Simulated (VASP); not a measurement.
Consider the following.

```
CELL_PARAMETERS angstrom
      3.95734    -2.15500     0.00000
      3.95734     2.15500     0.00000
      2.78382     0.00000     3.54329
ATOMIC_POSITIONS crystal
  Sb 0.23350 0.23350 0.23350
  Sb 0.76650 0.76650 0.76650
```

These are PW91 GGA, VASP's PBE PAW potentials (set 64) (plane waves; VASP 6.6.1) values and carry that method's errors. Numerical set-up: 400 eV cut-off, 9×9×9 Γ-centred mesh, first-order Methfessel-Paxton smearing of 0.10 eV, potentials Sb.

### Question
Predict the energy per atom (σ→0), pressure, largest force.

### Answer

```json
{
 "energy per atom (σ→0)": "-4.146 eV/atom",
 "pressure": "2.99 GPa",
 "largest_force": "0.00875 Ry/bohr"
}
```

Only differences to runs with the same potentials and settings are physical.

The compound is Sb in the a7 structure. The cell was not relaxed at this level. The run is one of a series of settings (GGA = 91 against the base run), some of them coarse on purpose.
